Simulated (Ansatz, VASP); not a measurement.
## Ba2CBrO6 in VASP and in Ansatz

File POSCAR:

```
Ba2CBrO6
1.0
    0.0000000000      4.0848820000      4.0848820000
    4.0848820000      0.0000000000      4.0848820000
    4.0848820000      4.0848820000      0.0000000000
Br O C Ba
1 6 1 2
Direct
    0.5000000000      0.5000000000      0.5000000000
    0.7650000000      0.2350000000      0.2350000000
    0.2350000000      0.7650000000      0.2350000000
    0.2350000000      0.7650000000      0.7650000000
    0.7650000000      0.2350000000      0.7650000000
    0.2350000000      0.2350000000      0.7650000000
    0.7650000000      0.7650000000      0.2350000000
    0.0000000000      0.0000000000      0.0000000000
    0.2500000000      0.2500000000      0.2500000000
    0.7500000000      0.7500000000      0.7500000000
```

File INCAR.step1:

```
SYSTEM = Ba2CBrO6
PREC = Accurate
ENCUT = 520
ISMEAR = -1
SIGMA = 0.1
LREAL = .False.
LASPH = .True.
NELM = 80
NBANDS = 44
GGA = PE
ALGO = Normal
EDIFF = 1E-4
LWAVE = .True.
LCHARG = .False.
```

File INCAR.step2:

```
SYSTEM = Ba2CBrO6
PREC = Accurate
ENCUT = 520
EDIFF = 1E-7
ISMEAR = -1
SIGMA = 0.1
LREAL = .False.
LASPH = .True.
NELM = 80
ALGO = Normal
ISIF = 2
LWAVE = .False.
LCHARG = .True.
METAGGA = R2SCAN
LMIXTAU = .True.
LELF = .True.
LVHAR = .True.
NBANDS = 44
ISTART = 1
```

KPOINTS

```
Automatic mesh
0
Gamma
  4 4 4
  0 0 0
```

Input for Ansatz:

```yaml
crystal:
  lattice:
    - [0.0, 4.084882, 4.084882]
    - [4.084882, 0.0, 4.084882]
    - [4.084882, 4.084882, 0.0]
  atoms:
    - { symbol: Br, position: [0.5, 0.5, 0.5] }
    - { symbol: O, position: [0.765, 0.235, 0.235] }
    - { symbol: O, position: [0.235, 0.765, 0.235] }
    - { symbol: O, position: [0.235, 0.765, 0.765] }
    - { symbol: O, position: [0.765, 0.235, 0.765] }
    - { symbol: O, position: [0.235, 0.235, 0.765] }
    - { symbol: O, position: [0.765, 0.765, 0.235] }
    - { symbol: C, position: [0.0, 0.0, 0.0] }
    - { symbol: Ba, position: [0.25, 0.25, 0.25] }
    - { symbol: Ba, position: [0.75, 0.75, 0.75] }
  symmetry: { tolerance: 0.0003 }
kpoints:
  mp_grid: { grid: [4, 4, 4], shift: [0, 0, 0] }
magnetization:
  spin_polarized: false
scf:
  occupations: { method: fermi_dirac }
hamiltonian:
  pseudopotentials: { kind: paw }
  xc: r2scan
basis:
  ecutwfc: 500
output:
  forces: true
  stress: true
  eigenvalues: true
```

The cell was built by a generator and needn't be a form met in nature.

Alike in both runs: task single point; functional r2SCAN; k mesh 4 × 4 × 4; no spin polarisation.

|  | VASP | Ansatz |
| --- | --- | --- |
| version | VASP 6.6.1 | Ansatz 0.2.0 |
| potentials or method | VASP PAW PBE potentials, release 64 (Br, O, C, Ba_sv) | PAW plane waves |
| plane-wave cutoff (eV) | 520 | 500 |
| occupations | fermi-dirac, width 0.1 eV | fermi-dirac |
| valence electrons in the cell | 67 | 67 |

```tsv
	VASP	Ansatz	Ansatz less VASP
gap on the k mesh at the Fermi level (eV)	none	none	-
pressure (GPa)	-8.7	-9.8	-1.07
rms of the force components (eV/Å)	0.188	0.180	-0.0075
```

Atom by atom the forces differ by 0.007 eV/Å (rms over components). A gap of «none» marks a metal or a gap that the smearing closes.

Caveats: the PAW data sets were made with another functional, which shifts forces and pressure a little (VASP); an odd number of electrons without spin polarisation forces a metal; a magnetic or distorted state may lie lower. Spin-orbit coupling is left out, which matters for the levels of Ba.
